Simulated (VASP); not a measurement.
Here is the system:

```
CELL_PARAMETERS angstrom
      0.00000     2.84048     2.84048
      2.84048     0.00000     2.84048
      2.84048     2.84048     0.00000
ATOMIC_POSITIONS crystal
  Ge 0.00000 0.00000 0.00000
  Ge 0.25000 0.25000 0.25000
```

These are LDA (Ceperley-Alder, Perdew-Zunger), VASP's LDA PAW potentials (set 64) (plane waves; VASP 6.6.1) values and carry that method's errors. Run with 520 eV cut-off, 11×11×11 Γ-centred mesh, first-order Methfessel-Paxton smearing of 0.10 eV, potentials Ge_d.

### Question
Give the stress tensor in GPa (positive for a compressed cell).

### Answer

```
-2.01   0.00   0.00
 0.00  -2.01   0.00
 0.00   0.00  -2.01
```
The pressure is its mean diagonal, -2.01 GPa.

The compound is Ge in the diamond structure. This cell is one point of a volume scan, at 1.03 of the reference volume.
